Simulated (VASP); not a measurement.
Output of a VASP run:

File OSZICAR:
```
       N       E                     dE             d eps       ncg     rms          rms(c)
DAV:   1     0.645405488063E+01    0.64541E+01   -0.40124E+03  2216   0.848E+02
DAV:   2    -0.167177577380E+02   -0.23172E+02   -0.22503E+02  2920   0.111E+02
DAV:   3    -0.170135949460E+02   -0.29584E+00   -0.29335E+00  2608   0.152E+01
DAV:   4    -0.170144919664E+02   -0.89702E-03   -0.99005E-03  3096   0.573E-01
DAV:   5    -0.170144926199E+02   -0.65352E-06   -0.73887E-06  2576   0.121E-02    0.527E+00
DAV:   6    -0.155728545088E+02    0.14416E+01   -0.24099E+00  2192   0.854E+00    0.256E+00
DAV:   7    -0.153254804533E+02    0.24737E+00   -0.13556E+00  2464   0.628E+00    0.764E-01
DAV:   8    -0.153227580100E+02    0.27224E-02   -0.12031E-01  2200   0.222E+00    0.419E-01
DAV:   9    -0.153161149704E+02    0.66430E-02   -0.25455E-02  2224   0.890E-01    0.596E-02
DAV:  10    -0.153162838375E+02   -0.16887E-03   -0.10049E-03  2960   0.221E-01    0.234E-02
DAV:  11    -0.153162106870E+02    0.73150E-04   -0.59098E-05  2240   0.529E-02    0.393E-03
DAV:  12    -0.153162304344E+02   -0.19747E-04   -0.48852E-06  2416   0.133E-02    0.938E-04
DAV:  13    -0.153162290746E+02    0.13598E-05   -0.74018E-08  2376   0.252E-03    0.318E-04
DAV:  14    -0.153162278470E+02    0.12276E-05   -0.18255E-08  1296   0.829E-04    0.711E-05
DAV:  15    -0.153162276428E+02    0.20422E-06   -0.11030E-09  1272   0.263E-04    0.922E-06
DAV:  16    -0.153162275964E+02    0.46393E-07   -0.91925E-11  1168   0.824E-05
   1 F= -.15316228E+02 E0= -.15316228E+02  d E =0.000000E+00
```

**OUTCAR**
```
------------------------ aborting loop because EDIFF is reached ----------------------------------------
  FORCE on cell =-STRESS in cart. coord.  units (eV):
  Direction    XX          YY          ZZ          XY          YZ          ZX
  --------------------------------------------------------------------------------------
  Total       -0.2211204     -0.2211203      0.2668469     -0.0000000      0.0000000     -0.0000000
  in kB      -12.2904546    -12.2904500     14.8320579     -0.0000000      0.0000000     -0.0000000
  external PRESSURE =      -3.2496156 kB  Pullay stress =       0.0000000 kB
  volume of cell :       28.83
      direct lattice vectors                 reciprocal lattice vectors
     1.540859456 -2.668846371  0.000000000     0.324494228 -0.187346865  0.000000000
     1.540859456  2.668846371  0.000000000     0.324494228  0.187346865  0.000000000
     0.000000000  0.000000000  3.504731954     0.000000000  0.000000000  0.285328525
 POSITION                                       TOTAL-FORCE (eV/Angst)
 -----------------------------------------------------------------------------------
      0.00000      0.00000      0.00000         0.000000     -0.000000      0.000000
      1.54086      0.88962      1.75237        -0.000000     -0.000000      0.000000
      1.54086     -0.88962      1.75237         0.000000      0.000000      0.000000
 -----------------------------------------------------------------------------------
    total drift:                                0.000000     -0.000000      0.000000
  FREE ENERGIE OF THE ION-ELECTRON SYSTEM (eV)
  ---------------------------------------------------
  free  energy   TOTEN  =       -15.3162275964 eV

  energy  without entropy=      -15.3162275964  energy(sigma->0) =      -15.31622760

 total charge

# of ion       s       p       d       tot
------------------------------------------
    1        0.158   0.178   0.057   0.393
    2        0.687   1.238   0.000   1.926
    3        0.687   1.238   0.000   1.926
--------------------------------------------------
tot          1.532   2.655   0.057   4.244

 Electric field gradients after diagonalization (V/A^2)
 (convention: |V_zz| > |V_xx| > |V_yy|)
----------------------------------------------------------------------
 ion       V_xx      V_yy      V_zz     asymmetry (V_yy - V_xx)/ V_zz
----------------------------------------------------------------------
   1       0.262     0.262    -0.523       0.000
   2      -9.949    -9.949    19.899       0.000
   3      -9.949    -9.949    19.899       0.000
```
(Selected blocks of OUTCAR.)

File POSCAR:
```
MgB2
1
    1.5408594560    -2.6688463715    -0.0000000000
    1.5408594560     2.6688463715    -0.0000000000
    0.0000000000    -0.0000000000     3.5047319540
Mg B
1 2
Direct
  1.0000000000   1.0000000000   0.0000000000
  0.3333330000   0.6666670000   0.5000000000
  0.6666670000   0.3333330000   0.5000000000
```

Write an INCAR and KPOINTS that could have produced this output.

This is not unique; one that fits is the input of the run itself, PW91 GGA, plane waves, VASP's PBE PAW potentials (set 64).

INCAR:
```
! general
SYSTEM  =  MgB2
PREC    =  Accurate
ENCUT   =  520
LREAL   =  .False.
LASPH   =  .True.

! electronic loop
EDIFF   =  1E-7
NELM    =  100
ALGO    =  Normal

! smearing
ISMEAR  =  -5

! functional
GGA     =  91

! ions
ISIF    =  2

! output
LWAVE   =  .False.
LCHARG  =  .True.
LORBIT  =  11
NEDOS   =  601

! other
LEFG    =  .True.
```

KPOINTS:
```
Automatic mesh
0
gamma
 13 13 10
```

POTCAR, in this order: Mg B (PBE.64 set). Program: vasp_std.

For a metal the tetrahedron method with Blöchl corrections gives inexact stress and forces.

The compound is MgB2 in the AlB2 type structure. It was relaxed first.
